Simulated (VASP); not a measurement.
Consider the following.

```yaml
crystal:
  lattice:
    - [3.11833, 0.00000, 0.00000]
    - [0.00000, 3.11833, 0.00000]
    - [0.00000, 0.00000, 3.11833]
  atoms:
    - { symbol: Zn, position: [0.50000, 0.50000, 0.50000] }
    - { symbol: Au, position: [0.00000, 0.00000, 0.00000] }
```

Level of theory: MS2 meta-GGA, VASP's PBE PAW potentials (set 64) (plane waves; VASP 6.6.1). Run with 520 eV cut-off, 13×13×13 Γ-centred mesh, tetrahedra with Blöchl corrections, potentials Zn Au.

Problem. Give the energies of bands 6 to 14 at the high-symmetry points, in eV from the Fermi level.

Solution. 
| band | Γ | X | M | R |
|---|---|---|---|---|
| 6 | -7.52 | -7.34 | -6.53 | -6.68 |
| 7 | -5.59 | -6.04 | -5.20 | -6.68 |
| 8 | -5.59 | -5.61 | -4.14 | -6.68 |
| 9 | -3.78 | -5.06 | -4.14 | -3.18 |
| 10 | -3.78 | -5.06 | -3.23 | -3.18 |
| 11 | -3.78 | -3.96 | -2.19 | 1.58 |
| 12 | 5.05 | -2.41 | -2.19 | 3.73 |
| 13 | 5.05 | 10.51 | 0.99 | 3.73 |
| 14 | 5.05 | 11.36 | 2.75 | 3.73 |

It has no gap at this level: it comes out as a metal or semimetal.

The compound is AuZn in the CsCl type structure. It was relaxed first. The electron count is odd and the run is not spin-polarised, which forces a metal.
